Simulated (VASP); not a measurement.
# PmSe (F-43m) in VASP: further runs

The runs below take PmSe through single point, with PBE+U.

Everything below comes from runs of VASP 6.6.1. Logs are shortened: lines on timing, memory, paths and dates and some standing lists are left out, and cuts for length are marked.

### Step 1. The crystal as given

It takes space group F-43m (No. 216, cubic). The conventional cell has a = 6.446 Å, b = 6.446 Å, c = 6.446 Å, α = 90.00°, β = 90.00°, γ = 90.00°. Pm (site symmetry -43m) is surrounded by 4 Se at 2.79 Å. Around Se (site symmetry -43m) lie 4 Pm at 2.79 Å.

The cell comes from a database or a generator and needn't be the stable form of this composition.

### Step 2. Single point, PBE+U, collinear spin, random start

INCAR

```
SYSTEM = PmSe
PREC = Accurate ; ENCUT = 520
EDIFF = 1E-7 ; ISMEAR = 0
SIGMA = 0.05 ; LREAL = .False.
LASPH = .True. ; NELM = 100
ALGO = Fast ; ISIF = 2
LWAVE = .False. ; LCHARG = .False.
ISPIN = 2 ; MAGMOM = 1.65 0
LORBIT = 11 ; LMAXMIX = 6
LDAU = .True. ; LDAUTYPE = 2
LDAUL = 3 -1 ; LDAUU = 5 0
LDAUJ = 0 0 ; LDAUPRINT = 1
GGA = PE ; NBANDS = 22
```

KPOINTS

```
Automatic mesh
0
Gamma
  5 5 5
  0 0 0
```

POSCAR

```
PmSe
1.0
    0.0000000000      3.2231904100      3.2231904100
    3.2231904100      0.0000000000      3.2231904100
    3.2231904100      3.2231904100      0.0000000000
Pm Se
1 1
Direct
    0.0000000000      0.0000000000      0.0000000000
    0.2500000000      0.2500000000      0.2500000000
```

Potentials or basis: VASP PAW PBE potentials, release 64 (Pm, Se).

The run is started by

```console
$ cat potpaw_PBE.64/Pm/POTCAR potpaw_PBE.64/Se/POTCAR > POTCAR
$ mpirun -np 1 vasp_std > vasp.out
```

OUTCAR:

```text
SYSTEM = PmSe
   PREC = Accurate
   ENCUT = 520
   EDIFF = 1E-7
   ISMEAR = 0
   LREAL = .False.
   LASPH = .True.
   NELM = 100
   ISIF = 2
   ISPIN = 2
   LORBIT = 11
   GGA = PE

 ion  position               nearest neighbor table
   1  0.000  0.000  0.000-   2 2.79   2 2.79   2 2.79   2 2.79
   2  0.250  0.250  0.250-   1 2.79   1 2.79   1 2.79   1 2.79

  LATTYP: Found a face centered cubic cell.
 ALAT       =     6.4463808200

  Lattice vectors:

 A1 = (   0.0000000000,   3.2231904100,   3.2231904100)
 A2 = (   3.2231904100,   0.0000000000,   3.2231904100)
 A3 = (   3.2231904100,   3.2231904100,   0.0000000000)

Analysis of symmetry for initial positions (statically):
=====================================================================
 Subroutine PRICEL returns:
 Original cell was already a primitive cell.

 Routine SETGRP: Setting up the symmetry group for a
 face centered cubic supercell.

 Subroutine GETGRP returns: Found 24 space group operations
 (whereof 24 operations were pure point group operations)
 out of a pool of 48 trial point group operations.

The static configuration has the point symmetry T_d .

Analysis of symmetry for dynamics (positions and initial velocities):
=====================================================================
 Subroutine PRICEL returns:
 Original cell was already a primitive cell.

 Routine SETGRP: Setting up the symmetry group for a
 face centered cubic supercell.

 Subroutine GETGRP returns: Found 24 space group operations
 (whereof 24 operations were pure point group operations)
 out of a pool of 48 trial point group operations.

The dynamic configuration has the point symmetry T_d .

Analysis of structural, dynamic, and magnetic symmetry:
=====================================================================
 Subroutine PRICEL returns:
 Original cell was already a primitive cell.

 Routine SETGRP: Setting up the symmetry group for a
 face centered cubic supercell.

 Subroutine GETGRP returns: Found 24 space group operations
 (whereof 24 operations were pure point group operations)
 out of a pool of 48 trial point group operations.

The overall configuration has the point symmetry T_d .

 Subroutine INISYM returns: Found 24 space group operations
 (whereof 24 operations are pure point group operations),
 and found     1 'primitive' translations

----------------------------------------------------------------------------------------

                                     Primitive cell

  volume of cell :      66.9712

  direct lattice vectors                    reciprocal lattice vectors
     0.000000000  3.223190410  3.223190410    -0.155125803  0.155125803  0.155125803
     3.223190410  0.000000000  3.223190410     0.155125803 -0.155125803  0.155125803
     3.223190410  3.223190410  0.000000000     0.155125803  0.155125803 -0.155125803

  length of vectors
[... 112 lines left out ...]

 onsite density matrix

spin component  1

  0.4428  0.0000 -0.4170  0.0000 -0.0000  0.0000  0.0000
  0.0000  0.9734 -0.0000 -0.0000  0.0000  0.0000 -0.0000
 -0.4170 -0.0000  0.6582  0.0000 -0.0000  0.0000 -0.0000
  0.0000 -0.0000  0.0000  0.1198 -0.0000 -0.0000 -0.0000
 -0.0000  0.0000 -0.0000 -0.0000  0.6582 -0.0000  0.4170
  0.0000  0.0000  0.0000 -0.0000 -0.0000  0.9812  0.0000
  0.0000 -0.0000 -0.0000 -0.0000  0.4170  0.0000  0.4428

spin component  2

  0.0024  0.0000  0.0002 -0.0000  0.0000 -0.0000 -0.0000
  0.0000  0.0045  0.0000 -0.0000 -0.0000 -0.0000 -0.0000
  0.0002  0.0000  0.0023  0.0000  0.0000 -0.0000  0.0000
 -0.0000 -0.0000  0.0000  0.0026  0.0000  0.0000  0.0000
  0.0000 -0.0000  0.0000  0.0000  0.0023 -0.0000 -0.0002
 -0.0000 -0.0000 -0.0000  0.0000 -0.0000  0.0021 -0.0000
 -0.0000 -0.0000  0.0000  0.0000 -0.0002 -0.0000  0.0024

 occupancies and eigenvectors

  o =  0.0021  v =  0.0000  0.0000  0.0000  0.0000  0.0000  0.0000  0.0000 -0.0000 -0.0000  0.0000  0.0000 -0.0003 -1.0000 -0.0002      0.0000  0.0000  0.0000  0.0000  0.0000  0.0000  0.0000  0.0000  0.0000  0.0000  0.0000  0.0000  0.0000  0.0000
  o =  0.0021  v =  0.0000  0.0000  0.0000  0.0000  0.0000  0.0000  0.0000  0.6124 -0.0000 -0.7906  0.0000  0.0005 -0.0000  0.0004      0.0000  0.0000  0.0000  0.0000  0.0000  0.0000  0.0000  0.0000  0.0000  0.0000  0.0000  0.0000  0.0000  0.0000
  o =  0.0021  v =  0.0000  0.0000  0.0000  0.0000  0.0000  0.0000  0.0000 -0.0004 -0.0000  0.0005 -0.0000  0.7906 -0.0004  0.6124      0.0000  0.0000  0.0000  0.0000  0.0000  0.0000  0.0000  0.0000  0.0000  0.0000  0.0000  0.0000  0.0000  0.0000
  o =  0.0026  v =  0.0000  0.0000  0.0000  0.0000  0.0000  0.0000  0.0000  0.0038  0.0000  0.0029 -0.0010 -0.6124 -0.0000  0.7906      0.0000  0.0000  0.0000  0.0000  0.0000  0.0000  0.0000  0.0000  0.0000  0.0000  0.0000  0.0000  0.0000  0.0000
[... 3 lines left out ...]
  o =  0.1198  v =  0.0000  0.0000  0.0000 -0.0772  0.6105 -0.0000 -0.7882  0.0000  0.0000  0.0000  0.0000  0.0000  0.0000  0.0000      0.0000  0.0000  0.0000  0.0000  0.0000  0.0000  0.0000  0.0000  0.0000  0.0000  0.0000  0.0000  0.0000  0.0000
  o =  0.1198  v = -0.7906  0.0000 -0.6124  0.0000 -0.0000  0.0000  0.0000  0.0000  0.0000  0.0000  0.0000  0.0000  0.0000  0.0000      0.0000  0.0000  0.0000  0.0000  0.0000  0.0000  0.0000  0.0000  0.0000  0.0000  0.0000  0.0000  0.0000  0.0000
  o =  0.1198  v =  0.0000  0.0000 -0.0000 -0.9970 -0.0473 -0.0000  0.0610  0.0000  0.0000  0.0000  0.0000  0.0000  0.0000  0.0000      0.0000  0.0000  0.0000  0.0000  0.0000  0.0000  0.0000  0.0000  0.0000  0.0000  0.0000  0.0000  0.0000  0.0000
  o =  0.9734  v =  0.0000  1.0000 -0.0000  0.0000  0.0000 -0.0000  0.0000  0.0000  0.0000  0.0000  0.0000  0.0000  0.0000  0.0000      0.0000  0.0000  0.0000  0.0000  0.0000  0.0000  0.0000  0.0000  0.0000  0.0000  0.0000  0.0000  0.0000  0.0000
  o =  0.9812  v =  0.0000  0.0000  0.0000 -0.0000 -0.0006  1.0000 -0.0005  0.0000  0.0000  0.0000  0.0000  0.0000  0.0000  0.0000      0.0000  0.0000  0.0000  0.0000  0.0000  0.0000  0.0000  0.0000  0.0000  0.0000  0.0000  0.0000  0.0000  0.0000
  o =  0.9812  v =  0.0000 -0.0000 -0.0000 -0.0000  0.7906  0.0008  0.6124  0.0000  0.0000  0.0000  0.0000  0.0000  0.0000  0.0000      0.0000  0.0000  0.0000  0.0000  0.0000  0.0000  0.0000  0.0000  0.0000  0.0000  0.0000  0.0000  0.0000  0.0000
  o =  0.9812  v = -0.6124  0.0000  0.7906 -0.0000  0.0000 -0.0000 -0.0000  0.0000  0.0000  0.0000  0.0000  0.0000  0.0000  0.0000      0.0000  0.0000  0.0000  0.0000  0.0000  0.0000  0.0000  0.0000  0.0000  0.0000  0.0000  0.0000  0.0000  0.0000

 number of electron      20.9999999 magnetization       4.9966317

 Free energy of the ion-electron system (eV)
  ---------------------------------------------------
  ext. energy  EPLUGINS =         0.00000000
  ---------------------------------------------------
  free energy    TOTEN  =       -12.56855078 eV

  energy without entropy =      -12.55961724  energy(sigma->0) =      -12.56408401

 E-fermi :   5.0080     XC(G=0):  -8.7529

 val. band max:        4.9736217141   @ k =   0.4000   0.0000   0.0000
 cond. band min:       5.0152991470   @ k =  -0.2000   0.2000   0.0000
 fundamental gap:      0.0416774329
 Fermi energy:         5.0080175235

 spin component 1

 k-point     1 :       0.0000    0.0000    0.0000
  band No.  band energies     occupation
      1     -35.0564      1.00000
      2     -15.4033      1.00000
      3     -15.4033      1.00000
      4     -15.4033      1.00000
      5      -9.1516      1.00000
      6       0.4986      1.00000
[... 239 lines left out ...]
     21       9.9568      0.00000
     22      11.2496      0.00000
 Fermi energy:         5.0080175235

 spin component 2

 k-point     1 :       0.0000    0.0000    0.0000
  band No.  band energies     occupation
      1     -32.9625      1.00000
      2     -13.8586      1.00000
      3     -13.8586      1.00000
      4     -13.8586      1.00000
      5      -9.1103      1.00000
      6       0.7837      1.00000
[... 239 lines left out ...]
     21      10.8333      0.00000
     22      12.0054      0.00000

------------------------ aborting loop because EDIFF is reached ----------------------------------------

  FORCE on cell =-STRESS in cart. coord.  units (eV):
  Direction    XX          YY          ZZ          XY          YZ          ZX
  --------------------------------------------------------------------------------------
  -------------------------------------------------------------------------------------
  Total        2.4419576      2.4419576      2.4419576      0.0000000     -0.0000000     -0.0000000
  in kB       58.4199013     58.4199013     58.4199013      0.0000000     -0.0000000     -0.0000000
  external PRESSURE =      58.4199013 kB  Pullay stress =       0.0000000 kB

 VOLUME and BASIS-vectors are now :
 -----------------------------------------------------------------------------
  energy-cutoff  :      520.00
  volume of cell :       66.97
      direct lattice vectors                 reciprocal lattice vectors
     0.000000000  3.223190410  3.223190410    -0.155125803  0.155125803  0.155125803
     3.223190410  0.000000000  3.223190410     0.155125803 -0.155125803  0.155125803
     3.223190410  3.223190410  0.000000000     0.155125803  0.155125803 -0.155125803

 POSITION                                       TOTAL-FORCE (eV/Angst)
 -----------------------------------------------------------------------------------
      0.00000      0.00000      0.00000         0.000000      0.000000     -0.000000
      1.61160      1.61160      1.61160        -0.000000     -0.000000      0.000000
 -----------------------------------------------------------------------------------
    total drift:                                0.000000      0.000000      0.000000

  FREE ENERGIE OF THE ION-ELECTRON SYSTEM (eV)
  ---------------------------------------------------
  free  energy   TOTEN  =       -12.5685507794 eV

  energy  without entropy=      -12.5596172366  energy(sigma->0) =      -12.56408401

 total charge

# of ion       s       p       d       f       tot
--------------------------------------------------
    1        2.010   5.562   0.519   4.290  12.380
    2        1.441   2.519   0.024   0.000   3.984
--------------------------------------------------
tot          3.451   8.081   0.543   4.290  16.365

 magnetization (x)

# of ion       s       p       d       f       tot
--------------------------------------------------
    1       -0.012   0.016   0.184   4.253   4.442
    2       -0.006  -0.056   0.018   0.000  -0.044
--------------------------------------------------
tot         -0.017  -0.040   0.202   4.253   4.398
```

Run time: 2 min. Hardware: 1 thread of Intel Xeon 6975P-C (Granite Rapids), shared host; peak memory 0.26 GiB.

Results:

| Property | Result |
| --- | --- |
| Free energy | -12.5686 eV |
| Pressure | 5.8 GPa |
| Band gap on the k mesh | none (metal or under the smearing width) |
| Net moment | 5.00 μB per cell |
| Site moments | Pm +4.44; Se -0.04 μB |
| Valence electrons inside the program's atomic spheres | Pm 12.38; Se 3.98 |

Levels at points of the mesh, in eV from the Fermi level:
Spin up:
```csv
k point,band 11,band 12,band 13,band 14,band 15,band 16
"(0.00, 0.00, 0.00)",-4.46,-3.97,-0.60,0.09,0.09,0.09
```
Spin down:
| k point | band 5 | band 6 | band 7 | band 8 | band 9 | band 10 | band 11 | band 12 |
| --- | --- | --- | --- | --- | --- | --- | --- | --- |
| (0.00, 0.00, 0.00) | -14.12 | -4.22 | -4.22 | -4.22 | 0.03 | 1.74 | 1.74 | 2.93 |

Eigenvalues of the final occupation matrices:
```csv
site,spin,trace,eigenvalues
site 1 f,1,4.28,0.12 0.12 0.12 0.97 0.98 0.98 0.98
site 1 f,2,0.02,0.00 0.00 0.00 0.00 0.00 0.00 0.00
```

Caveat: the magnetic or orbital state may not be the lowest; spin-orbit coupling is left out, which moves the levels of the heavy elements. The state reached can hang on the start; a lower one may exist.

### Step 3. Single point, PBE+U, collinear spin, ferromagnetic start

INCAR

```
SYSTEM = PmSe
PREC     = Accurate       ! precision mode
ENCUT    = 520            ! plane-wave cutoff, eV
EDIFF    = 1E-7           ! SCF threshold, eV
ISMEAR   = 0              ! smearing method
SIGMA    = 0.05           ! smearing width, eV
LREAL    = .FALSE.        ! projectors in reciprocal space
LASPH    = .TRUE.         ! aspherical terms in the spheres
NELM     = 120            ! most SCF steps
ALGO     = Normal         ! electronic algorithm
ISIF     = 2              ! what is computed and relaxed
LWAVE    = .FALSE.        ! write WAVECAR
LCHARG   = .FALSE.        ! write CHGCAR
ISPIN    = 2              ! spin polarisation
MAGMOM   = 4 0            ! initial moments
LORBIT   = 11             ! projections on sites
NUPDOWN  = 1              ! fixed moment
LMAXMIX  = 6              ! l up to which the mixer works
LDAU     = .TRUE.         ! DFT+U
LDAUTYPE = 2            
LDAUL    = 3 -1           ! shell
LDAUU    = 5 0            ! U, eV
LDAUJ    = 0 0          
LDAUPRINT= 1            
GGA      = PE             ! functional
NBANDS   = 22             ! bands
```

KPOINTS

```
Automatic mesh
0
G
  5 5 5
  0 0 0
```

POSCAR is that of step 2.

Potentials or basis: VASP PAW PBE potentials, release 64 (Pm, Se).

The run is started by

```console
$ cat potpaw_PBE.64/Pm/POTCAR potpaw_PBE.64/Se/POTCAR > POTCAR
$ mpirun -np 1 vasp_std > vasp.out
```

Wall time 55 s (1 thread of Intel Xeon 6975P-C (Granite Rapids), shared host); peak memory 0.25 GiB.

It converged, with:

```yaml
Free_energy: -7.7684 eV
Pressure: 5.5 GPa
Net_moment: 1.00 μB per cell
Site_moments: Pm +1.37; Se -0.02 μB
Valence_electrons_inside_the_program's_atomic_spheres: Pm 12.42; Se 3.98
```

Eigenvalues of the final occupation matrices:
| site | spin | trace | eigenvalues |
| --- | --- | --- | --- |
| site 1 f | 1 | 2.94 | 0.00 0.00 0.00 0.65 0.65 0.65 0.97 |
| site 1 f | 2 | 1.47 | 0.00 0.00 0.00 0.01 0.48 0.48 0.48 |

Caveat: the magnetic or orbital state may not be the lowest; the moment is held away from its start; spin-orbit coupling is left out, which moves the levels of the heavy elements; the total moment is fixed, so each spin has its own Fermi level. The state reached can hang on the start; a lower one may exist.

### Step 4. Single point, PBE+U, collinear spin, ferromagnetic start

INCAR

```
PREC = Accurate ; ENCUT = 520
EDIFF = 1E-7 ; ISMEAR = 0
SIGMA = 0.05 ; LREAL = False
LASPH = True ; NELM = 150
ALGO = Fast ; ISIF = 2
LWAVE = False ; LCHARG = True
ISPIN = 2 ; MAGMOM = 4 0
LORBIT = 11 ; LMAXMIX = 6
LDAU = True ; LDAUTYPE = 2
LDAUL = 3 -1 ; LDAUU = 4 0
LDAUJ = 0 0 ; LDAUPRINT = 1
GGA = PE ; LELF = True
LVHAR = True ; NBANDS = 22
```

KPOINTS

```
regular mesh
0
Gamma
  5 5 5
```

POSCAR is that of step 3.

The run is started by

```console
$ cat potpaw_PBE.64/Pm/POTCAR potpaw_PBE.64/Se/POTCAR > POTCAR
$ mpirun -np 1 vasp_std > vasp.out
```

Run time: 1.9 min. Hardware: 1 thread of Intel Xeon 6975P-C (Granite Rapids), shared host; peak memory 0.25 GiB.

Results (log left out):

```yaml
Free_energy: -12.7985 eV
Pressure: 6.1 GPa
Band_gap_on_the_k_mesh: none (metal or under the smearing width)
Net_moment: 4.99 μB per cell
Site_moments: Pm +4.48; Se -0.05 μB
Valence_electrons_inside_the_program's_atomic_spheres: Pm 12.42; Se 3.98
```

Levels at points of the mesh, in eV from the Fermi level:
Spin up:
```tsv
k point	band 9	band 10	band 11	band 12	band 13	band 14	band 15	band 16	band 17	band 18
(0.00, 0.00, 0.00)	-3.53	-3.53	-3.53	-3.05	-0.50	0.08	0.08	0.08	1.26	1.26
```
Spin down:
```csv
k point,band 5,band 6,band 7,band 8,band 9,band 10,band 11,band 12
"(0.00, 0.00, 0.00)",-14.12,-4.21,-4.21,-4.21,0.00,1.82,1.82,2.97
```

Eigenvalues of the final occupation matrices:
```csv
site,spin,trace,eigenvalues
site 1 f,1,4.35,0.15 0.15 0.15 0.96 0.98 0.98 0.98
site 1 f,2,0.02,0.00 0.00 0.00 0.00 0.00 0.00 0.00
```

Caveat: the magnetic or orbital state may not be the lowest; spin-orbit coupling is left out, which moves the levels of the heavy elements. The state reached can hang on the start; a lower one may exist.

### Step 5. Single point, PBE+U, collinear spin, antiferromagnetic start

This run uses another cell than the first one: it holds 4 atoms, not 2.

INCAR

```
SYSTEM = PmSe
PREC     = Accurate       ! precision mode
ENCUT    = 520            ! plane-wave cutoff, eV
EDIFF    = 1E-6           ! SCF threshold, eV
ISMEAR   = 0              ! smearing method
SIGMA    = 0.05           ! smearing width, eV
LREAL    = .False.        ! projectors in reciprocal space
LASPH    = .True.         ! aspherical terms in the spheres
NELM     = 100            ! most SCF steps
ALGO     = Normal         ! electronic algorithm
ISIF     = 2              ! what is computed and relaxed
LWAVE    = .False.        ! write WAVECAR
LCHARG   = .False.        ! write CHGCAR
ISPIN    = 2              ! spin polarisation
MAGMOM   = 4 -4 0 0       ! initial moments
LORBIT   = 11             ! projections on sites
LMAXMIX  = 6              ! l up to which the mixer works
LDAU     = .True.         ! DFT+U
LDAUTYPE = 2            
LDAUL    = 3 -1           ! shell
LDAUU    = 4 0            ! U, eV
LDAUJ    = 0 0          
LDAUPRINT= 1            
GGA      = PE             ! functional
NBANDS   = 33             ! bands
```

KPOINTS

```
regular mesh
0
Gamma
  5 5 5
  0 0 0
```

POSCAR

```
PmSe
1.0
    6.4463808200      3.2231904100      3.2231904100
    3.2231904100      6.4463808200      3.2231904100
    3.2231904100      3.2231904100      6.4463808200
Pm Se
2 2
Direct
    0.0000000000      0.0000000000      0.0000000000
    0.5000000000      0.5000000000      0.5000000000
    0.1250000000      0.1250000000      0.1250000000
    0.6250000000      0.6250000000      0.6250000000
```

The run is started by

```console
$ cat potpaw_PBE.64/Pm/POTCAR potpaw_PBE.64/Se/POTCAR > POTCAR
$ mpirun -np 1 vasp_std > vasp.out
```

It took 15 min on 1 thread of Intel Xeon 6975P-C (Granite Rapids), shared host; peak memory 0.69 GiB.

It converged, with:

| Property | Result |
| --- | --- |
| Free energy | -25.5884 eV |
| Pressure | 6.3 GPa |
| Band gap on the k mesh | none (metal or under the smearing width) |
| Net moment | 0.00 μB per cell |
| Site moments | Pm +4.42, -4.42; Se +0.03, -0.03 μB |
| Valence electrons inside the program's atomic spheres | Pm 12.42; Se 3.99 |

Stress tensor (GPa, compression positive):
```
6.29 0.10 0.10
0.10 6.29 0.10
0.10 0.10 6.29
```

Levels at points of the mesh, in eV from the Fermi level:
Spin up:
```tsv
k point	band 18	band 19	band 20	band 21	band 22	band 23	band 24	band 25
(0.00, 0.00, 0.00)	-3.15	-3.15	-2.74	-0.09	0.05	0.05	0.79	1.58
```
Spin down:
```csv
k point,band 17,band 18,band 19,band 20,band 21,band 22,band 23,band 24,band 25,band 26
"(0.00, 0.00, 0.00)",-3.42,-3.15,-3.15,-2.74,-0.09,0.05,0.05,0.79,1.58,1.63
```

Eigenvalues of the final occupation matrices:
| site | spin | trace | eigenvalues |
| --- | --- | --- | --- |
| site 1 f | 1 | 4.36 | 0.00 0.23 0.23 0.96 0.98 0.98 0.98 |
| site 1 f | 2 | 0.02 | 0.00 0.00 0.00 0.00 0.00 0.00 0.01 |
| site 2 f | 1 | 0.02 | 0.00 0.00 0.00 0.00 0.00 0.00 0.01 |
| site 2 f | 2 | 4.36 | 0.00 0.23 0.23 0.96 0.98 0.98 0.98 |

Caveat: the magnetic or orbital state may not be the lowest; spin-orbit coupling is left out, which moves the levels of the heavy elements. The state reached can hang on the start; a lower one may exist.

### Step 6. The runs side by side

| spin | U | fixed moment (μB) | supercell matrix | gap on the mesh (eV) | pressure (GPa) | moment (μB) |
| --- | --- | --- | --- | --- | --- | --- |
| collinear, random start | Pm f U = 5 eV | - | - | none | 5.8 | 5.00 |
| collinear, ferromagnetic start | Pm f U = 5 eV | 1 | - | - | 5.5 | 1.00 |
| collinear, ferromagnetic start | Pm f U = 4 eV | - | - | none | 6.1 | 4.99 |
| collinear, antiferromagnetic start | Pm f U = 4 eV | - | [0, 1, 1, 1, 0, 1, 1, 1, 0] | none | 6.3 | 0.00 |

Alike in all rows: task single point; level PBE+U; potentials or basis VASP PAW PBE potentials, release 64 (Pm, Se); cell as given; k mesh 5 × 5 × 5; cutoff (eV) 520; smearing gaussian 0.05 eV.

Every run on the cell as given and a fine mesh finds a metal.

Caveats: the magnetic or orbital state may not be the lowest; spin-orbit coupling is left out, which moves the levels of the heavy elements; the moment is held away from its start (some runs); the total moment is fixed, so each spin has its own Fermi level (some runs).

Total energies depend on the potentials used, so only differences within one code and one set of settings carry meaning.
